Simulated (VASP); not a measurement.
# AlSiGeN: structure and properties in VASP, part 5 of 6

Aim: relax AlSiGeN, then compute properties on the relaxed cell. The cell is invented: it takes the structure of a Materials Project entry for AlSiCN (space group 156 there), with some of its atoms replaced by other elements, volume scaled by an estimate. It may not be a known or stable phase.

VASP 6.6.1, plane waves and PAW; the level of theory is named at each step.

So far. Step 6 (Density of states (PBEsol + D4)): The finer mesh and the other smearing move the Fermi level by +0.13 eV from the 7×7×4 run, one measure of the sampling error in the zero of the bands above. Step 7 (Bands along the symmetry lines (r2SCAN)): At these settings, which differ from those of the relaxation, the cell is under a pressure of 1.7 GPa.

### Step 8. Vibrations at Γ (PBEsol + D4)

This step: PBEsol with D4; plane waves and PAW (Ge_d, Si, Al, N); invented cell (VASP 6.6.1).

Zone-centre modes test whether the atoms sit at a minimum within this cell. IBRION = 6 takes the force constants from differences of forces between displaced cells, so the forces must be tight.

INCAR reads:

```
SYSTEM = AlSiGeN
PREC = Accurate
ENCUT = 520
EDIFF = 1E-08
NELM = 100
ISMEAR = 0
SIGMA = 0.05
LREAL = .FALSE.
ALGO = Normal
GGA = PS
IVDW = 13
LORBIT = 11
LWAVE = .FALSE.
LCHARG = .FALSE.
KPAR = 2
IBRION = 6
NFREE = 2
POTIM = 0.015
ISIF = 2
NSW = 1
```

POSCAR reads:

```
AlSiGeN
1.0
    3.4936646150     -0.0000000340      0.0000000000
   -1.7468328718      3.0256021432      0.0000000000
    0.0000000000      0.0000000000      5.7798579390
Ge Si Al N
1 1 1 1
Direct
    0.6666666700      0.3333333300      0.1248462710
    0.0000000000      0.0000000000      0.9429116601
    0.6666666700      0.3333333300      0.5528121568
    0.0000000000      0.0000000000      0.6294299119
```

KPOINTS reads:

```
Automatic mesh
0
Gamma
7 7 4
0 0 0
```

PAW data sets: Ge_d, Si, Al and N (PBE family, release 64).

Run with:

```
> mpirun -np 2 vasp_std
```

Output:

```text
[... set-up lines as in an earlier step ...]
 entering main loop
       N       E                     dE             d eps       ncg     rms          rms(c)
[... 12 cycles as in an earlier step ...]
DAV:  13    -0.245363591899E+02   -0.49029E-06   -0.25712E-05  1307   0.311E-02    0.617E-03
DAV:  14    -0.245363587635E+02    0.42643E-06   -0.29776E-06  1111   0.133E-02    0.312E-03
DAV:  15    -0.245363586876E+02    0.75893E-07   -0.77119E-07  1226   0.577E-03    0.991E-04
DAV:  16    -0.245363586863E+02    0.12360E-08   -0.19058E-08   925   0.107E-03
   1 F= -.25264164E+02 E0= -.25263893E+02  d E =-.541409E-03
 Found     8 degrees of freedom:
 Finite differences POTIM= 0.01500 DOF=   8
 bond charge predicted
       N       E                     dE             d eps       ncg     rms          rms(c)
DAV:   1    -0.245342713540E+02    0.20873E-02   -0.10185E+00  4169   0.798E+00    0.101E-01
DAV:   2    -0.245350549463E+02   -0.78359E-03   -0.89313E-03  3901   0.835E-01    0.479E-02
DAV:   3    -0.245350251764E+02    0.29770E-04   -0.19627E-04  4760   0.141E-01    0.179E-02
DAV:   4    -0.245350206233E+02    0.45532E-05   -0.16297E-05  4181   0.394E-02    0.322E-03
DAV:   5    -0.245350204355E+02    0.18775E-06   -0.14498E-06  4578   0.133E-02    0.129E-03
DAV:   6    -0.245350204428E+02   -0.73092E-08   -0.88198E-08  4445   0.300E-03
   2 F= -.25262825E+02 E0= -.25262592E+02  d E =-.467520E-03
[... from here on, the cycles between the ionic steps are left out ...]
   3 F= -.25262825E+02 E0= -.25262592E+02  d E =-.467484E-03
   4 F= -.25262244E+02 E0= -.25261972E+02  d E =-.544650E-03
   5 F= -.25262181E+02 E0= -.25261909E+02  d E =-.543441E-03
   6 F= -.25262507E+02 E0= -.25262281E+02  d E =-.450786E-03
   7 F= -.25262507E+02 E0= -.25262281E+02  d E =-.450814E-03
   8 F= -.25261284E+02 E0= -.25261001E+02  d E =-.566172E-03
   9 F= -.25261241E+02 E0= -.25260955E+02  d E =-.572279E-03
  10 F= -.25263568E+02 E0= -.25263298E+02  d E =-.540911E-03
  11 F= -.25263568E+02 E0= -.25263298E+02  d E =-.540913E-03
  12 F= -.25263068E+02 E0= -.25262797E+02  d E =-.541519E-03
  13 F= -.25263154E+02 E0= -.25262884E+02  d E =-.541343E-03
  14 F= -.25263517E+02 E0= -.25263247E+02  d E =-.540780E-03
  15 F= -.25263517E+02 E0= -.25263247E+02  d E =-.540785E-03
  16 F= -.25262145E+02 E0= -.25261874E+02  d E =-.541431E-03
 Finite differences progress:
  Degree of freedom:   8/  8
  Displacement:        1/  2
  Total:              15/ 16
 bond charge predicted
       N       E                     dE             d eps       ncg     rms          rms(c)
DAV:   1    -0.245327905935E+02    0.16536E-02   -0.36516E+00   956   0.121E+01    0.369E-01
DAV:   2    -0.245349483058E+02   -0.21577E-02   -0.46197E-02  1251   0.135E+00    0.170E-01
DAV:   3    -0.245343548195E+02    0.59349E-03   -0.17556E-03  1191   0.277E-01    0.999E-02
DAV:   4    -0.245342227516E+02    0.13207E-03   -0.81360E-04  1162   0.183E-01    0.340E-02
DAV:   5    -0.245342298993E+02   -0.71477E-05   -0.18926E-04  1068   0.909E-02    0.238E-02
DAV:   6    -0.245342295936E+02    0.30570E-06   -0.69485E-06  1181   0.192E-02    0.129E-02
DAV:   7    -0.245342291671E+02    0.42648E-06   -0.21928E-06  1106   0.105E-02    0.400E-03
DAV:   8    -0.245342290962E+02    0.70834E-07   -0.78016E-07  1131   0.586E-03    0.123E-03
DAV:   9    -0.245342291052E+02   -0.89144E-08   -0.98752E-08  1174   0.216E-03
  17 F= -.25262140E+02 E0= -.25261869E+02  d E =-.541550E-03
 Finite differences progress:
  Degree of freedom:   8/  8
  Displacement:        2/  2
  Total:              16/ 16
```

It took 2.5 min on 2 MPI ranks of Intel Xeon 6975P-C (Granite Rapids), shared host; peak memory 0.76 GiB.

OUTCAR, selected parts (step 8):

```text
   NELECT =      26.0000    total number of electrons

 E-fermi :   7.4696

 k-point     1 :       0.0000    0.0000    0.0000
  band No.  band energies     occupation
    ...
      8      -1.0975      2.00000
      9       2.9131      2.00000
     10       2.9131      2.00000
     11       5.1290      2.00000
     12       6.1536      2.00000
     13       8.0460      0.00000
     14       8.0460      0.00000
     15      11.1598      0.00000
     16      11.1598      0.00000
     17      11.7123      0.00000

  DFT-D4 for vdW energy calculation

  Edisp (eV):   -0.72791

  Total       0.00578     0.00578    -0.27952    -0.00000    -0.00000     0.00000
  in kB       0.15165     0.15165    -7.33028    -0.00000    -0.00000     0.00000
  external pressure =       -2.34 kB  Pullay stress =        0.00 kB

 POSITION                                       TOTAL-FORCE (eV/Angst)
 -----------------------------------------------------------------------------------
      1.74683      1.00853      0.72159         0.000000     -0.000000     -0.031685
      0.00000      0.00000      5.44990         0.000000     -0.000000     -0.204111
      1.74683      1.00853      3.19518         0.000000      0.000000     -0.027645
      0.00000      0.00000      3.62302        -0.000000     -0.000000      0.263440
 -----------------------------------------------------------------------------------
    total drift:                               -0.000007      0.000005     -0.000021

  FREE ENERGIE OF THE ION-ELECTRON SYSTEM (eV)
  ---------------------------------------------------
  free  energy   TOTEN  =       -25.2621396025 eV

  energy  without entropy=      -25.2615980530  energy(sigma->0) =      -25.26186883

 Eigenvectors and eigenvalues of the dynamical matrix
 ----------------------------------------------------

   1 f  =   21.183515 THz   133.099948 2PiTHz  706.605992 cm-1    87.607938 meV
             X         Y         Z           dx          dy          dz
      1.746832  1.008534  0.721594     0.000000    0.000000    0.045312
      0.000000  0.000000  5.449895    -0.000000   -0.000000   -0.614821
      1.746832  1.008534  3.195176    -0.000000   -0.000000   -0.012755
      0.000000  0.000000  3.638015     0.000000    0.000000    0.787261

   2 f  =   13.189925 THz    82.874743 2PiTHz  439.968539 cm-1    54.549122 meV
             X         Y         Z           dx          dy          dz
      1.746832  1.008534  0.721594    -0.353138    0.260818    0.000000
      0.000000  0.000000  5.449895     0.653833   -0.482903   -0.000000
      1.746832  1.008534  3.195176     0.118751   -0.087706    0.000000
      0.000000  0.000000  3.638015    -0.284144    0.209861   -0.000000

   3 f  =   13.189922 THz    82.874726 2PiTHz  439.968449 cm-1    54.549111 meV
             X         Y         Z           dx          dy          dz
      1.746832  1.008534  0.721594    -0.260818   -0.353138   -0.000000
      0.000000  0.000000  5.449895     0.482903    0.653833    0.000000
      1.746832  1.008534  3.195176     0.087706    0.118751    0.000000
      0.000000  0.000000  3.638015    -0.209861   -0.284144    0.000000

   4 f  =   11.711224 THz    73.583793 2PiTHz  390.644398 cm-1    48.433711 meV
             X         Y         Z           dx          dy          dz
      1.746832  1.008534  0.721594    -0.156614    0.115671   -0.000000
      0.000000  0.000000  5.449895     0.257196   -0.189958    0.000000
      1.746832  1.008534  3.195176    -0.439109    0.324314   -0.000000
      0.000000  0.000000  3.638015     0.602951   -0.445323    0.000000

   5 f  =   11.711222 THz    73.583778 2PiTHz  390.644317 cm-1    48.433701 meV
             X         Y         Z           dx          dy          dz
      1.746832  1.008534  0.721594    -0.115671   -0.156614    0.000000
      0.000000  0.000000  5.449895     0.189958    0.257196   -0.000000
      1.746832  1.008534  3.195176    -0.324314   -0.439109    0.000000
      0.000000  0.000000  3.638015     0.445323    0.602951   -0.000000

   6 f  =   11.325525 THz    71.160371 2PiTHz  377.778841 cm-1    46.838586 meV
             X         Y         Z           dx          dy          dz
      1.746832  1.008534  0.721594     0.000000    0.000000    0.532715
      0.000000  0.000000  5.449895    -0.000000   -0.000000   -0.640544
      1.746832  1.008534  3.195176     0.000000    0.000000    0.163934
      0.000000  0.000000  3.638015    -0.000000   -0.000000   -0.528246

   7 f  =   10.187366 THz    64.009105 2PiTHz  339.813937 cm-1    42.131540 meV
             X         Y         Z           dx          dy          dz
      1.746832  1.008534  0.721594    -0.000000   -0.000000   -0.450605
      0.000000  0.000000  5.449895     0.000000    0.000000   -0.110426
      1.746832  1.008534  3.195176    -0.000000   -0.000000    0.884674
      0.000000  0.000000  3.638015     0.000000    0.000000   -0.045970

   8 f  =    2.579483 THz    16.207371 2PiTHz   86.042297 cm-1    10.667880 meV
             X         Y         Z           dx          dy          dz
      1.746832  1.008534  0.721594     0.405734   -0.299664   -0.000000
      0.000000  0.000000  5.449895     0.159366   -0.117703   -0.000000
      1.746832  1.008534  3.195176    -0.563732    0.416357   -0.000000
      0.000000  0.000000  3.638015    -0.373139    0.275590   -0.000000

   9 f  =    2.579483 THz    16.207367 2PiTHz   86.042279 cm-1    10.667878 meV
             X         Y         Z           dx          dy          dz
      1.746832  1.008534  0.721594    -0.299664   -0.405734   -0.000000
      0.000000  0.000000  5.449895    -0.117703   -0.159366   -0.000000
      1.746832  1.008534  3.195176     0.416357    0.563732   -0.000000
      0.000000  0.000000  3.638015     0.275590    0.373139   -0.000000

  10 f/i=    0.015121 THz     0.095009 2PiTHz    0.504388 cm-1     0.062536 meV
             X         Y         Z           dx          dy          dz
      1.746832  1.008534  0.721594    -0.426316   -0.577232    0.000000
      0.000000  0.000000  5.449895    -0.264234   -0.357773    0.000000
      1.746832  1.008534  3.195176    -0.258318   -0.349763    0.000000
      0.000000  0.000000  3.638015    -0.186146   -0.252042    0.000000

  11 f/i=    0.015121 THz     0.095009 2PiTHz    0.504388 cm-1     0.062536 meV
             X         Y         Z           dx          dy          dz
      1.746832  1.008534  0.721594    -0.577232    0.426316   -0.000000
      0.000000  0.000000  5.449895    -0.357773    0.264234   -0.000000
      1.746832  1.008534  3.195176    -0.349763    0.258318   -0.000000
      0.000000  0.000000  3.638015    -0.252042    0.186146   -0.000000

  12 f/i=    0.022913 THz     0.143966 2PiTHz    0.764295 cm-1     0.094760 meV
             X         Y         Z           dx          dy          dz
      1.746832  1.008534  0.721594    -0.000000    0.000000    0.714925
      0.000000  0.000000  5.449895    -0.000000    0.000000    0.446660
      1.746832  1.008534  3.195176    -0.000000    0.000000    0.436251
      0.000000  0.000000  3.638015    -0.000000    0.000000    0.314743

 ELASTIC MODULI CONTR FROM IONIC RELAXATION (kBar)
 Direction    XX          YY          ZZ          XY          YZ          ZX
 --------------------------------------------------------------------------------
 XX        -516.0911    208.3816     50.3008      0.0001   -249.3561      0.0001
 YY         208.3816   -516.0910     50.3007      0.0001    249.3561     -0.0000
 ZZ          50.3008     50.3007   -692.6079     -0.0000     -0.0000     -0.0000
 XY           0.0001      0.0001     -0.0000   -362.2363     -0.0000   -249.3560
 YZ        -249.3561    249.3561     -0.0000     -0.0000   -195.1579      0.0000
 ZX           0.0001     -0.0000     -0.0000   -249.3560      0.0000   -195.1579
 --------------------------------------------------------------------------------

[... 8 parts as in an earlier step ...]

[... 9 further parts left out ...]
```

CONTCAR:

```
AlSiGeN
   1.00000000000000
     3.4936646150000001   -0.0000000340000000    0.0000000000000000
    -1.7468328717999999    3.0256021432000000    0.0000000000000000
     0.0000000000000000    0.0000000000000000    5.7798579390000002
  Ge              Si              Al              N
     1     1     1     1
Direct
     0.6666666699999979    0.3333333300000021    0.1248462710000027
     0.0000000000000000    0.0000000000000000    0.9429116601000018
     0.6666666699999979    0.3333333300000021    0.5528121568000017
     0.0000000000000000    0.0000000000000000    0.6268346924052783
```

The last energy, forces, stress and levels in OUTCAR belong to the last displaced cell, not to the cell of POSCAR.

Numbers from this step:

| Property | Result |
| --- | --- |
| pressure of the cell | 0.01840 GPa |
| largest force of the cell | 0.004473 eV/Å |

Modes at Γ, with each element's share of the kinetic energy:

```csv
mode,frequency (cm⁻¹),symmetry,Ge %,Si %,Al %,N %
1,-0.8,acoustic,51,20,19,10
2,-0.5,acoustic,51,20,19,10
3,-0.5,acoustic,51,20,19,10
4,86.0,E,25,4,49,22
5,86.0,E,25,4,49,22
6,339.8,A1,20,1,78,0
7,377.8,A1,28,41,3,28
8,390.6,E,4,10,30,56
9,390.6,E,4,10,30,56
10,440.0,E,19,66,2,12
11,440.0,E,19,66,2,12
12,706.6,A1,0,38,0,62
```

Displacements in mode 4 (86.0 cm⁻¹), the largest set to 1:
```
Ge1 -0.32 -0.44  0.00
Si2 -0.20 -0.28  0.00
Al3  0.74  1.00  0.00
N4   0.68  0.92  0.00
```

Displacements in mode 8 (390.6 cm⁻¹), the largest set to 1:
```
Ge1 -0.08 -0.11  0.00
Si2  0.22  0.30  0.00
Al3 -0.39 -0.52  0.00
N4   0.74  1.00  0.00
```

The three acoustic modes lie within 0.8 cm⁻¹ of zero, and all others are real. By the characters of their eigenvectors the optical modes sort into (cm⁻¹) Raman active: E 86, A1 340, A1 378, E 391, E 440, A1 707; infrared active: E 86, A1 340, A1 378, E 391, E 440, A1 707.

### Step 9. Optical spectrum (PBEsol + D4)

LOPTICS sums transitions from filled to empty bands. The mesh is finer than in the run before. NBANDS is raised for it.

INCAR reads:

```
SYSTEM = AlSiGeN
PREC = Accurate
ENCUT = 520
EDIFF = 1E-06
NELM = 100
ISMEAR = 0
SIGMA = 0.05
LREAL = .FALSE.
ALGO = Normal
GGA = PS
IVDW = 13
LORBIT = 11
LWAVE = .FALSE.
LCHARG = .FALSE.
KPAR = 2
LOPTICS = .TRUE.
NEDOS = 1500
CSHIFT = 0.1
NBANDS = 45
```

POSCAR is that of step 8.

KPOINTS reads:

```
Automatic mesh
0
Gamma
11 11 6
0 0 0
```

Run with:

```
> mpirun -np 2 vasp_std
```

Output:

```text
[... set-up lines as in an earlier step ...]
 entering main loop
       N       E                     dE             d eps       ncg     rms          rms(c)
DAV:   1     0.197934098893E+03    0.19793E+03   -0.95561E+03 11191   0.108E+03
DAV:   2     0.463134124018E+01   -0.19330E+03   -0.17237E+03  8414   0.441E+02
DAV:   3    -0.257966307845E+02   -0.30428E+02   -0.29972E+02  8695   0.672E+01
DAV:   4    -0.267248631116E+02   -0.92823E+00   -0.92723E+00  9016   0.119E+01
DAV:   5    -0.267397137275E+02   -0.14851E-01   -0.14849E-01  8957   0.165E+00    0.929E+00
DAV:   6    -0.247404177706E+02    0.19993E+01   -0.39125E+00  9226   0.622E+00    0.454E+00
DAV:   7    -0.245898995019E+02    0.15052E+00   -0.53067E-01  9332   0.240E+00    0.256E+00
DAV:   8    -0.245409442406E+02    0.48955E-01   -0.76449E-02  8899   0.121E+00    0.499E-01
DAV:   9    -0.245399690643E+02    0.97518E-03   -0.55524E-03  8815   0.270E-01    0.201E-01
DAV:  10    -0.245400208070E+02   -0.51743E-04   -0.48689E-04  8974   0.840E-02    0.787E-02
DAV:  11    -0.245400240104E+02   -0.32034E-05   -0.40580E-05 11017   0.388E-02    0.332E-02
DAV:  12    -0.245400289176E+02   -0.49072E-05   -0.61497E-06  8747   0.111E-02    0.707E-03
DAV:  13    -0.245400290529E+02   -0.13537E-06   -0.55509E-07  6505   0.432E-03
   1 F= -.25267834E+02 E0= -.25267390E+02  d E =-.888119E-03
 optical routines
 imaginary and real dielectric function
 recalculating local potential from charge density
 direction            1
 direction            2
 direction            3
```

Elapsed: 42 s, on 2 MPI ranks; peak memory 1 GiB.

OUTCAR, selected parts (step 9):

```text
   k-points           NKPTS =     84   k-points in BZ     NKDIM =     84   number of bands    NBANDS=     45

   NELECT =      26.0000    total number of electrons

 E-fermi :   7.6266

 k-point     1 :       0.0000    0.0000    0.0000
  band No.  band energies     occupation
    ...
      8      -1.1113      2.00000
      9       2.9057      2.00000
     10       2.9057      2.00000
     11       5.0826      2.00000
     12       6.1621      2.00000
     13       8.0437      0.00000
     14       8.0437      0.00000
     15      11.1590      0.00000
     16      11.1590      0.00000
     17      11.7070      0.00000
    ...

  DFT-D4 for vdW energy calculation

  Edisp (eV):   -0.72780

  Total      -0.05270    -0.05270     0.07616     0.00000    -0.00000     0.00000
  in kB      -1.38200    -1.38200     1.99725     0.00000    -0.00000     0.00000
  external pressure =       -0.26 kB  Pullay stress =        0.00 kB

 POSITION                                       TOTAL-FORCE (eV/Angst)
 -----------------------------------------------------------------------------------
      1.74683      1.00853      0.72159        -0.000000     -0.000000      0.063062
      0.00000      0.00000      5.44990         0.000000      0.000000     -0.088943
      1.74683      1.00853      3.19518         0.000000      0.000000      0.002525
      0.00000      0.00000      3.63802        -0.000000     -0.000000      0.023356
 -----------------------------------------------------------------------------------
    total drift:                               -0.000007      0.000005     -0.000261

  FREE ENERGIE OF THE ION-ELECTRON SYSTEM (eV)
  ---------------------------------------------------
  free  energy   TOTEN  =       -25.2678339120 eV

  energy  without entropy=      -25.2669457929  energy(sigma->0) =      -25.26738985

 plasma frequency squared (from intraband transitions) (eV^2)
  --------------------------------------------------------------------------------------
       6.583      -0.000      -0.000
      -0.000       6.583       0.000
      -0.000       0.000       2.135

[... 7 parts as in an earlier step ...]

[... 9 further parts left out ...]
```

On this mesh force components of up to 0.09 eV/Å appear, so the relaxed positions are not converged with the sampling. These are independent-particle spectra without excitons or local fields, and fine structure depends on the mesh and on CSHIFT. The intraband (Drude) part is not in this spectrum.

Numbers from this step:

| Property | Result |
| --- | --- |
| SCF cycles | 13 |
| bands | 45 |
| irreducible k-points | 84 |
| free energy (TOTEN) | -25.27 eV |
| energy at zero smearing | -25.27 eV |
| Fermi energy | 7.627 eV |
| pressure | -0.02556 GPa |

The imaginary dielectric function has structure finer than the step of the table below, so its rows give means over 0.5 eV, whole bins alone (the curve runs from 0 to 25.0 eV). Peaks (eV: height): xx 0.80: 14.4, 1.78: 8.54, 3.17: 22.0, 4.42: 11.5, 5.66: 12.7; zz 3.35: 19.4, 3.97: 15.5, 4.51: 16.7.

Imaginary dielectric function against photon energy; means over each step:

```csv
photon energy (eV),xx,zz
0.5,7.72,0.409
1.0,7.68,0.446
1.5,5.57,0.857
2.0,5.69,1.09
2.5,4.26,2.07
3.0,17.3,6.74
3.5,11.8,13.5
4.0,9.61,13.3
4.5,10.4,15.1
5.0,9.02,14.0
5.5,11.1,12.7
6.0,9.68,11.5
6.5,8.57,10.8
7.0,6.03,8.42
7.5,5.07,7.19
8.0,5.06,4.93
8.5,3.90,3.58
9.0,3.78,3.30
9.5,3.25,2.50
10.0,2.48,2.01
10.5,2.36,1.63
11.0,1.73,0.998
11.5,1.48,0.809
12.0,1.14,0.772
12.5,0.956,0.777
13.0,0.865,0.693
13.5,0.705,0.668
14.0,0.621,0.643
14.5,0.484,0.605
15.0,0.422,0.578
15.5,0.387,0.476
16.0,0.348,0.351
16.5,0.311,0.316
17.0,0.271,0.265
17.5,0.255,0.224
18.0,0.260,0.218
18.5,0.238,0.207
19.0,0.234,0.217
19.5,0.207,0.198
20.0,0.188,0.194
20.5,0.188,0.168
21.0,0.194,0.163
21.5,0.206,0.156
22.0,0.186,0.138
22.5,0.212,0.139
23.0,0.188,0.143
23.5,0.175,0.135
24.0,0.168,0.133
24.5,0.165,0.159
```

Real dielectric function against photon energy:

```csv
photon energy (eV),xx,zz
0,20.5,10.5
1,7.61,10.8
2,8.17,12.0
3,13.9,18.1
4,4.92,9.20
5,2.78,2.34
6,-1.77,-0.198
7,-2.49,-3.41
8,-2.18,-4.35
9,-2.05,-3.63
10,-2.05,-2.62
11,-1.88,-2.18
12,-1.52,-1.18
13,-1.08,-0.879
14,-0.792,-0.613
15,-0.473,-0.475
16,-0.294,-0.377
17,-0.112,-0.190
18,0.0509,0.00289
19,0.153,0.115
20,0.244,0.217
21,0.367,0.304
22,0.404,0.368
23,0.417,0.442
24,0.461,0.485
```

Force by atom:

```csv
atom,x (eV/Å),y (eV/Å),z (eV/Å),size
Ge1,0.0000,0.0000,0.0631,0.0631
Si2,0.0000,0.0000,-0.0889,0.0889
Al3,0.0000,0.0000,0.0025,0.0025
N4,0.0000,0.0000,0.0234,0.0234
```

[end of part 5 of 6]

[Lines on the potential files, build, host, timing and source positions are cut from VASP's logs without a mark.]

[Logs are printed without paths, hosts, clocks, repeated set-up lines and the standing remarks that a program may print on its own settings, such as how far it seeks lower states.]

[Hosts, paths, dates, database ids (printed as entryN), source tags and the programs' standing remarks are cut or masked in the printed files.]

[A measured line is paired with the nearest computed mode of its activity, which favours agreement.]
